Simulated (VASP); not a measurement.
Here is the system:

```xyz
2
Lattice="0.0000 2.0942 2.0942 2.0942 0.0000 2.0942 2.0942 2.0942 0.0000" Properties=species:S:1:pos:R:3 pbc="T T T"
Ti     0.0000     0.0000     0.0000
N      2.0942     2.0942     2.0942
```

Level of theory: RPBE GGA, VASP's PBE PAW potentials (set 64) (plane waves; VASP). Numerical set-up: 520 eV cut-off, 15×15×15 Γ-centred mesh, first-order Methfessel-Paxton smearing of 0.10 eV, potentials Ti_sv N.

### Question
Give the stress tensor in GPa (positive for a compressed cell).

### Answer

```
18.55   0.00   0.00
 0.00  18.55   0.00
 0.00   0.00  18.55
```
The pressure is its mean diagonal, 18.55 GPa.

The compound is TiN in the rock salt structure. This cell is one point of a volume scan, at 0.94 of the reference volume. The electron count is odd and the run is not spin-polarised, which forces a metal.
